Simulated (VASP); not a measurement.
Here is a VASP 6.6.1 calculation.

Contents of INCAR:

```
PREC = Accurate
ENCUT = 350
EDIFF = 1E-5
ISMEAR = 0
SIGMA = 0.03
LREAL = Auto
LASPH = True
NELM = 120
ALGO = Normal
ISIF = 2
LWAVE = False
LCHARG = False
ISPIN = 2
MAGMOM = 4 0 0 0 0 0 0 0 0 0 0 0 0 0 0 0 0 0 0 0 0 0 0 0
LORBIT = 11
NUPDOWN = 4
LMAXMIX = 4
LDAU = True
LDAUTYPE = 2
LDAUL = 2 -1 -1
LDAUU = 3.5 0 0
LDAUJ = 0 0 0
LDAUPRINT = 1
GGA = PS
ISYM = 0
KPAR = 2
```

KPOINTS

```
regular mesh
0
Gamma
  2 2 2
```

File POSCAR:

```
MnIn11As12                              
1.0
    0.0000000000      9.0870000000      9.0870000000
    6.0580000000      0.0000000000      6.0580000000
    6.0580000000      6.0580000000      0.0000000000
  Mn              In              As            
     1    11    12
Direct
     0.0014904755216421    0.9999163728950848    0.9996254149403218
     0.0014997989542542    0.0008333442024504    0.4989582372781677
     0.0019789101316609    0.4986949115336566    0.0006716549602522
     0.0016877202162377    0.4985129335594337    0.4975511249599348
     0.3328076158926313    0.9980853252798777    0.9982649887787087
     0.3271501986296896    0.0015352978870870    0.5057470583264826
     0.3277513626946022    0.5073495010649053    0.0002192636187731
     0.3345163610770821    0.4984672031064258    0.4991269101957245
     0.6679614940139544    0.0025199645575093    0.0031055389154805
     0.6729399627522041    0.9992532451292047    0.4925850551299684
     0.6734102157987513    0.4920751698178537    0.9993110912284822
     0.6665703551910843    0.5005073941483786    0.5002571441631009
     0.0775572179960401    0.1151993067907526    0.1152538169509574
     0.0744294782148664    0.1165724063906640    0.6565439986758705
     0.0748260120067918    0.6571310714917690    0.1154454467928666
     0.0843274477204799    0.6244010013401620    0.6241360578128194
     0.4126155384805625    0.1288092987702962    0.1273440388114543
     0.4208950834615053    0.1225250244366125    0.6205973545831029
     0.4213829433149030    0.6203983088040053    0.1230983766638584
     0.4162368360111388    0.6257869902540076    0.6246482202476965
     0.7762061872429360    0.1119012877570418    0.1122193578188085
     0.7502277321861525    0.1250695566452354    0.6266096949628062
     0.7507255279452572    0.6262103566572745    0.1248919053601305
     0.7516895245455676    0.6240427274802913    0.6241962488242477
```

Potentials or basis: VASP PAW PBE potentials, release 64 (Mn_pv, In_d, As).

Command:

```bash
$ cat potpaw_PBE.64/Mn_pv/POTCAR potpaw_PBE.64/In_d/POTCAR potpaw_PBE.64/As/POTCAR > POTCAR
$ mpirun -np 4 vasp_std > vasp.out
```

(1) Predict the largest force.

(2) Predict the pressure.

Results:

(1) 1.351 eV/Å.

(2) 0.0 GPa.

Caveat: the k mesh is coarse (spacing up to 0.45 Å⁻¹), so the values aren't converged; the PAW data sets were made with another functional, which shifts forces and pressure a little; the total moment is fixed, so each spin has its own Fermi level; only a ferromagnetic start was run, and an antiferromagnetic order may lie lower in energy; the U is typed as a test and isn't derived for this compound.
